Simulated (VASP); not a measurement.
Method: r2SCAN meta-GGA, VASP's PBE PAW potentials (set 64) (plane waves; VASP).

VASP ran on this input.

**KPOINTS**
```
Automatic mesh
0
G
 7 7 7
0 0 0
```

File POSCAR:
```
Cr3O
1.0
  4.3110857464   0.0000000000   0.0000000000
  0.0000000000   4.3110857464   0.0000000000
  0.0000000000   0.0000000000   4.3110857464
O Cr
2 6
Direct
  0.0000000000   0.0000000000   0.0000000000
  0.5000000000   0.5000000000   0.5000000000
  0.2500000000   1.0000000000   0.5000000000
  0.5000000000   0.7500000000   0.0000000000
  0.7500000000   0.0000000000   0.5000000000
  0.5000000000   0.2500000000   1.0000000000
  1.0000000000   0.5000000000   0.7500000000
  0.0000000000   0.5000000000   0.2500000000
```

INCAR:
```
SYSTEM=Cr3O
PREC=Accurate; ENCUT=520; LREAL=.False.
LASPH=.True.
EDIFF=1E-6; NELM=100; ALGO=Normal
LMAXMIX=4; LMIXTAU=.True.
ISMEAR=1; SIGMA=0.1
METAGGA=R2SCAN
MAGMOM=2*0.0 6*3.0
ISPIN=2
IBRION=2; NSW=60; ISIF=3
EDIFFG=-0.02
LWAVE=.False.; LCHARG=.False.; LORBIT=10
```

POTCAR, in this order: O Cr_pv (PBE.64 set). Program: vasp_std.

Output

OSZICAR:
```
       N       E                     dE             d eps       ncg     rms          rms(c)
DAV:   1     0.117142344324E+04    0.11714E+04   -0.46515E+04  4720   0.184E+03
DAV:   2    -0.972043554786E+01   -0.11811E+04   -0.11265E+04  4720   0.568E+02
DAV:   3    -0.111868601071E+03   -0.10215E+03   -0.93553E+02  5343   0.174E+02
DAV:   4    -0.117425874476E+03   -0.55573E+01   -0.53252E+01  5664   0.362E+01
DAV:   5    -0.117567251682E+03   -0.14138E+00   -0.14116E+00  6229   0.538E+00    0.418E+01
DAV:   6    -0.995818063700E+02    0.17985E+02   -0.84078E+01  6107   0.634E+01    0.180E+01
DAV:   7    -0.963648919527E+02    0.32169E+01   -0.10949E+01  6759   0.243E+01    0.682E+00
DAV:   8    -0.965321579914E+02   -0.16727E+00   -0.16144E+00  5671   0.529E+00    0.347E+00
DAV:   9    -0.966755248963E+02   -0.14337E+00   -0.59536E-01  6405   0.350E+00    0.301E+00
DAV:  10    -0.967006719616E+02   -0.25147E-01   -0.85561E-02  6036   0.137E+00    0.207E+00
DAV:  11    -0.967168706515E+02   -0.16199E-01   -0.12365E-01  6546   0.132E+00    0.137E+00
DAV:  12    -0.967280116705E+02   -0.11141E-01   -0.24137E-02  5685   0.743E-01    0.993E-01
DAV:  13    -0.967425624201E+02   -0.14551E-01   -0.17693E-02  6144   0.565E-01    0.110E+00
DAV:  14    -0.967692783509E+02   -0.26716E-01   -0.20739E-02  5936   0.662E-01    0.934E-01
DAV:  15    -0.968113337430E+02   -0.42055E-01   -0.17505E-01  6072   0.197E+00    0.497E-01
DAV:  16    -0.968160769548E+02   -0.47432E-02   -0.17678E-02  6562   0.707E-01    0.363E-01
DAV:  17    -0.968169415296E+02   -0.86457E-03   -0.57202E-03  5944   0.365E-01    0.249E-01
DAV:  18    -0.968155912400E+02    0.13503E-02   -0.97706E-03  5708   0.483E-01    0.359E-01
DAV:  19    -0.968155494222E+02    0.41818E-04   -0.21548E-03  6709   0.198E-01    0.342E-01
DAV:  20    -0.968167455325E+02   -0.11961E-02   -0.18568E-02  6277   0.642E-01    0.240E-01
DAV:  21    -0.968179379454E+02   -0.11924E-02   -0.19197E-03  5983   0.262E-01    0.110E-01
DAV:  22    -0.968180329789E+02   -0.95033E-04   -0.15323E-04  7076   0.500E-02    0.836E-02
DAV:  23    -0.968181965910E+02   -0.16361E-03   -0.31578E-04  6406   0.822E-02    0.309E-02
DAV:  24    -0.968181571892E+02    0.39402E-04   -0.54265E-05  5559   0.396E-02    0.449E-02
DAV:  25    -0.968182042668E+02   -0.47078E-04   -0.13288E-04  6090   0.569E-02    0.110E-02
DAV:  26    -0.968182035737E+02    0.69310E-06   -0.13453E-05  5624   0.176E-02    0.399E-03
DAV:  27    -0.968182031843E+02    0.38943E-06   -0.94670E-07  3082   0.499E-03
   1 F= -.96818203E+02 E0= -.96820724E+02  d E =-.968182E+02  mag=     0.0047
       N       E                     dE             d eps       ncg     rms          rms(c)
DAV:   1    -0.985519975063E+02   -0.17338E+01   -0.41942E+01  4952   0.493E+01    0.103E+01
DAV:   2    -0.968963751311E+02    0.16556E+01   -0.96301E+00  5062   0.188E+01    0.344E+00
DAV:   3    -0.968410350325E+02    0.55340E-01   -0.54829E-01  6162   0.375E+00    0.166E+00
DAV:   4    -0.968142604738E+02    0.26775E-01   -0.92780E-02  6984   0.160E+00    0.713E-01
DAV:   5    -0.968113511861E+02    0.29093E-02   -0.19723E-02  5544   0.809E-01    0.303E-01
DAV:   6    -0.968072641979E+02    0.40870E-02   -0.10570E-02  5296   0.510E-01    0.221E-01
DAV:   7    -0.968106367460E+02   -0.33725E-02   -0.14240E-02  4955   0.460E-01    0.176E-01
DAV:   8    -0.968139019079E+02   -0.32652E-02   -0.35461E-03  5832   0.225E-01    0.151E-01
DAV:   9    -0.968139094167E+02   -0.75088E-05   -0.29971E-04  6451   0.539E-02    0.263E-01
DAV:  10    -0.968139116467E+02   -0.22300E-05   -0.64395E-05  5600   0.406E-02    0.306E-01
DAV:  11    -0.968139213064E+02   -0.96597E-05   -0.17901E-05  5401   0.202E-02    0.290E-01
DAV:  12    -0.968139609047E+02   -0.39598E-04   -0.61793E-06  4656   0.120E-02    0.221E-01
DAV:  13    -0.968139677773E+02   -0.68726E-05   -0.35875E-06  4027   0.838E-03    0.199E-01
DAV:  14    -0.968139943818E+02   -0.26605E-04   -0.10156E-06  3160   0.583E-03    0.141E-01
DAV:  15    -0.968140215731E+02   -0.27191E-04   -0.23872E-06  3862   0.658E-03    0.832E-02
DAV:  16    -0.968140367379E+02   -0.15165E-04   -0.63506E-07  2928   0.435E-03    0.505E-02
DAV:  17    -0.968140483991E+02   -0.11661E-04   -0.49963E-07  2732   0.294E-03    0.261E-02
DAV:  18    -0.968140575072E+02   -0.91080E-05   -0.33140E-07  2720   0.233E-03    0.683E-03
DAV:  19    -0.968140598678E+02   -0.23606E-05   -0.17647E-07  2708   0.138E-03    0.264E-03
DAV:  20    -0.968140608358E+02   -0.96805E-06   -0.94200E-08  2720   0.109E-03
   2 F= -.96814061E+02 E0= -.96816470E+02  d E =0.414235E-02  mag=     0.0000
       N       E                     dE             d eps       ncg     rms          rms(c)
DAV:   1    -0.973171514874E+02   -0.50309E+00   -0.11221E+01  5034   0.249E+01    0.583E+00
DAV:   2    -0.968586050173E+02    0.45855E+00   -0.27181E+00  5010   0.101E+01    0.183E+00
DAV:   3    -0.968465884199E+02    0.12017E-01   -0.14233E-01  6362   0.212E+00    0.888E-01
DAV:   4    -0.968386825969E+02    0.79058E-02   -0.25560E-02  6934   0.870E-01    0.425E-01
DAV:   5    -0.968380813552E+02    0.60124E-03   -0.58075E-03  5620   0.419E-01    0.187E-01
DAV:   6    -0.968360837063E+02    0.19976E-02   -0.37765E-03  5053   0.341E-01    0.110E-01
DAV:   7    -0.968376956905E+02   -0.16120E-02   -0.50178E-03  4954   0.283E-01    0.102E-01
DAV:   8    -0.968385759370E+02   -0.88025E-03   -0.11292E-03  6315   0.121E-01    0.107E-01
DAV:   9    -0.968385766948E+02   -0.75780E-06   -0.57781E-05  5618   0.296E-02    0.124E-01
DAV:  10    -0.968385763277E+02    0.36714E-06   -0.25410E-06  5025   0.463E-03
   3 F= -.96838576E+02 E0= -.96841171E+02  d E =-.203731E-01  mag=     0.0000
```

**OUTCAR**
```
------------------------ aborting loop because EDIFF is reached ----------------------------------------
  FORCE on cell =-STRESS in cart. coord.  units (eV):
  Direction    XX          YY          ZZ          XY          YZ          ZX
  --------------------------------------------------------------------------------------
  Total        0.1378997      0.1378997      0.1378997     -0.0000000      0.0000000     -0.0000000
  in kB        2.7062996      2.7062996      2.7062996     -0.0000000      0.0000000     -0.0000000
  external PRESSURE =       2.7062996 kB  Pullay stress =       0.0000000 kB
  volume of cell :       81.64
      direct lattice vectors                 reciprocal lattice vectors
     4.338097745 -0.000000000  0.000000000     0.230515783 -0.000000000 -0.000000000
     0.000000000  4.338097745 -0.000000000     0.000000000  0.230515783 -0.000000000
     0.000000000  0.000000000  4.338097745    -0.000000000  0.000000000  0.230515783
 POSITION                                       TOTAL-FORCE (eV/Angst)
 -----------------------------------------------------------------------------------
      0.00000      0.00000      0.00000         0.000000      0.000000     -0.000000
      2.16905      2.16905      2.16905         0.000000      0.000000     -0.000000
      1.08452      0.00000      2.16905        -0.000000     -0.000000     -0.000000
      2.16905      3.25357      0.00000         0.000000     -0.000000     -0.000000
      3.25357      0.00000      2.16905         0.000000      0.000000      0.000000
      2.16905      1.08452      0.00000        -0.000000      0.000000      0.000000
      0.00000      2.16905      3.25357         0.000000     -0.000000     -0.000000
      0.00000      2.16905      1.08452         0.000000     -0.000000      0.000000
 -----------------------------------------------------------------------------------
    total drift:                                0.000000     -0.000000      0.000000
  FREE ENERGIE OF THE ION-ELECTRON SYSTEM (eV)
  ---------------------------------------------------
  free  energy   TOTEN  =       -96.8385763277 eV

  energy  without entropy=      -96.8463603589  energy(sigma->0) =      -96.84117100

 total charge

# of ion       s       p       d       tot
------------------------------------------
    1        1.626   3.246   0.000   4.872
    2        1.626   3.246   0.000   4.872
    3        0.619   6.308   4.376  11.302
    4        0.619   6.308   4.376  11.302
    5        0.619   6.308   4.376  11.302
    6        0.619   6.308   4.376  11.302
    7        0.619   6.308   4.376  11.302
    8        0.619   6.308   4.376  11.302
--------------------------------------------------
tot          6.963  44.339  26.255  77.556

 magnetization (x)

# of ion       s       p       d       tot
------------------------------------------
    1        0.000   0.000   0.000   0.000
    2        0.000   0.000   0.000   0.000
    3        0.000   0.000  -0.000  -0.000
    4        0.000   0.000  -0.000  -0.000
    5        0.000   0.000  -0.000  -0.000
    6        0.000   0.000  -0.000  -0.000
    7        0.000   0.000  -0.000  -0.000
    8        0.000   0.000  -0.000  -0.000
--------------------------------------------------
tot          0.000   0.000  -0.000   0.000

 reached required accuracy - stopping structural energy minimisation
```
(Selected blocks of OUTCAR.)

**CONTCAR**
```
Cr3O
   1.00000000000000
     4.3380977452655323   -0.0000000000000000    0.0000000000000000
     0.0000000000000000    4.3380977452655323   -0.0000000000000000
     0.0000000000000000    0.0000000000000000    4.3380977452655323
  O               Cr
     2     6
Direct
     0.0000000000000000    0.0000000000000000    0.0000000000000000
     0.5000000000000000    0.5000000000000000    0.5000000000000000
     0.2500000000000000    0.0000000000000000    0.5000000000000000
     0.5000000000000000    0.7500000000000000    0.0000000000000000
     0.7500000000000000    0.0000000000000000    0.5000000000000000
     0.5000000000000000    0.2500000000000000    0.0000000000000000
     0.0000000000000000    0.5000000000000000    0.7500000000000000
     0.0000000000000000    0.5000000000000000    0.2500000000000000
```

The moments were started parallel, and other spin orders were not tried in this run.

The structure comes from a measured Cr3O entry (Pm-3n) of the Crystallography Open Database, whose conditions weren't checked. This run relaxes it. Symmetry was kept, so distortions that lower it aren't found. The start is the result of an earlier pass.
